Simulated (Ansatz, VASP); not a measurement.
# InAs in two plane-wave programs, part 3 of 3

One calculation is typed for both programs; each brings its own data sets. How far apart do they land? The cell is taken from a series of runs on this material, whose earlier steps may have relaxed, scaled, displaced or heated it; both programs get it as it stands.

VASP 6.6.1 and Ansatz 0.2.0.

So far: Starting point; Ansatz: zone-centre phonons, PBEsol; VASP: zone-centre phonons, PBEsol.

## Step 3: VASP: zone-centre phonons, PBEsol (continued)

Level of this step: PBEsol; plane waves and PAW (As, In_d) (VASP).

Numbers of over 12 decimals in the logs are rounded to 6 here.

OUTCAR, selected parts (step 3):

```text
ion  position               nearest neighbor table
   1  0.751  0.751  0.749-   2 2.64   2 2.64   2 2.64   2 2.64
   2  0.999  0.999  0.001-   1 2.64   1 2.64   1 2.64   1 2.64

  LATTYP: Found a body centered orthorhombic cell.
 ALAT       =     4.3040146741
 B/A-ratio  =     1.0100888658
 C/A-ratio  =     1.4064641683

 Subroutine GETGRP returns: Found  2 space group operations
 (whereof  2 operations were pure point group operations)

The static configuration has the point symmetry C_1h.

   k-points           NKPTS =   1728   k-points in BZ     NKDIM =   1728   number of bands    NBANDS=     15

   dimension x,y,z NGX =    32 NGY =   32 NGZ =   32
   dimension x,y,z NGXF=    64 NGYF=   64 NGZF=   64

   ENCUT  =  500.0 eV  36.75 Ry    6.06 a.u.   7.85  7.85  7.93*2*pi/ulx,y,z

   NELECT =      18.0000    total number of electrons

 k-points in reciprocal lattice and weights: Points of the shifted mesh
   0.04166667  0.04166667  0.04166667       0.001
   0.04166667  0.04166667  0.12500000       0.001
   0.04166667  0.04166667  0.20833333       0.001
   0.04166667  0.04166667  0.29166667       0.001
   0.04166667  0.04166667  0.37500000       0.001
   0.04166667  0.04166667  0.45833333       0.001
   0.04166667  0.04166667  0.54166667       0.001
   0.04166667  0.04166667  0.62500000       0.001
   0.04166667  0.04166667  0.70833333       0.001
[...]
0.95833333  0.95833333  0.87500000       0.001
   0.95833333  0.95833333  0.95833333       0.001

 average (electrostatic) potential at core
       1 -49.7250       2 -96.6403

  Total       -0.0985062     -0.0985062      0.0259335     -0.1279053     -0.0024342     -0.0024342
  in kB       -2.7867297     -2.7867297      0.7336545     -3.6184243     -0.0688636     -0.0688642
  external PRESSURE =      -1.6132683 kB  Pullay stress =       0.0000000 kB

  energy-cutoff  :      500.00
  volume of cell :       56.63
      direct lattice vectors                 reciprocal lattice vectors
     0.015352217  3.058750179  3.026721210    -0.164290049  0.164290049  0.165195261
     3.058750179  0.015352217  3.026721210     0.164290049 -0.164290049  0.165195261
     3.074102396  3.074102396  0.000000000     0.162649104  0.162649104 -0.165195261

 POSITION                                       TOTAL-FORCE (eV/Angst)
 -----------------------------------------------------------------------------------
      4.61106      4.61106      4.54510         0.000005      0.000005      0.000389
      3.07420      3.07420      6.04843        -0.000005     -0.000005     -0.000389
 -----------------------------------------------------------------------------------
    total drift:                               -0.000002     -0.000002     -0.000292

 Eigenvectors and eigenvalues of the dynamical matrix
 ----------------------------------------------------

   1 f  =    6.284355 THz    39.485767 2PiTHz  209.623518 cm-1    25.989992 meV
             X         Y         Z           dx          dy          dz
      4.611060  4.611060  4.545099     0.550306   -0.550306    0.000000
      3.074196  3.074196  6.048425    -0.444031    0.444031   -0.000000

   2 f  =    6.242522 THz    39.222921 2PiTHz  208.228112 cm-1    25.816984 meV
             X         Y         Z           dx          dy          dz
      4.611060  4.611060  4.545099     0.546570    0.546570    0.085617
      3.074196  3.074196  6.048425    -0.441828   -0.441828   -0.069060

   3 f  =    6.237421 THz    39.190869 2PiTHz  208.057955 cm-1    25.795887 meV
             X         Y         Z           dx          dy          dz
      4.611060  4.611060  4.545099     0.060488    0.060488   -0.773627
      3.074196  3.074196  6.048425    -0.048897   -0.048897    0.624020

   4 f/i=    0.002191 THz     0.013766 2PiTHz    0.073082 cm-1     0.009061 meV
             X         Y         Z           dx          dy          dz
      4.611060  4.611060  4.545099    -0.444525   -0.444525   -0.000428
      3.074196  3.074196  6.048425    -0.549906   -0.549906   -0.000530

   5 f/i=    0.003447 THz     0.021660 2PiTHz    0.114987 cm-1     0.014257 meV
             X         Y         Z           dx          dy          dz
      4.611060  4.611060  4.545099     0.444031   -0.444031   -0.000000
      3.074196  3.074196  6.048425     0.550306   -0.550306   -0.000000

   6 f/i=    0.004417 THz     0.027750 2PiTHz    0.147322 cm-1     0.018266 meV
             X         Y         Z           dx          dy          dz
      4.611060  4.611060  4.545099     0.000303    0.000303   -0.627830
      3.074196  3.074196  6.048425     0.000374    0.000374   -0.778350

 ELASTIC MODULI CONTR FROM IONIC RELAXATION (kBar)
 Direction    XX          YY          ZZ          XY          YZ          ZX
 --------------------------------------------------------------------------------
 XX          -0.1016     -0.0990     -0.1897      4.7119      0.3821      0.2181
 YY          -0.0990     -0.1016     -0.1897      4.6079     -0.3346      1.0378
 ZZ          -0.1897     -0.1897     -0.3607      8.8809     -0.4256      0.7879
 XY           4.7119      4.6079      8.8809   -220.8915      0.9912      1.0165
 YZ           0.3821     -0.3346     -0.4256      0.9912   -217.3647     10.7121
 ZX           0.2181      1.0378      0.7879      1.0165     10.7121   -218.6218
 --------------------------------------------------------------------------------
```

## Step 4: Side by side

Known differences besides the potentials themselves: the data sets hold 28 valence electrons in Ansatz (on its PAW soft_1 files) and 18 in VASP; the cutoff is 420 eV in Ansatz and 500 eV in VASP; Ansatz makes its cores anew for this functional, VASP keeps those of its PBE data sets. Total energies have different zeros and are not compared.

Compared:

```csv
quantity,Ansatz,VASP,difference
optical mode 1 (cm⁻¹),207.7,208.1,-0.17 %
optical mode 2 (cm⁻¹),207.7,208.2,-0.23 %
optical mode 3 (cm⁻¹),209.3,209.6,-0.17 %
```

Modes are paired by rising frequency, not by their patterns, so a pair may set unlike modes beside each other; they are those without the splitting of longitudinal modes.

## Step 5: Summary of results

| Property | Result |
| --- | --- |
| r.m.s. difference of the optical zone-centre modes, each program's sorted by frequency (zone-centre phonons, PBEsol) | 0.41 cm⁻¹ |

**Reading.** The r.m.s. difference of the optical zone-centre modes, each program's sorted by frequency is 0.41 cm⁻¹ (zone-centre phonons, PBEsol). The data sets hold unlike numbers of valence electrons (28 in Ansatz and 18 in VASP), so part of the differences comes from the potentials. Such differences can come from data sets, numerical settings and the points named under the comparisons, not from the functional's error against experiment.

[Lines on the potential files, build, host, timing and source positions are cut from VASP's logs without a mark.]

[Logs are printed without paths, hosts, clocks, repeated set-up lines and the standing remarks that a program may print on its own settings, such as how far it seeks lower states.]

[Hosts, paths, dates, database ids (printed as entryN), source tags and the programs' standing remarks are cut or masked in the printed files.]
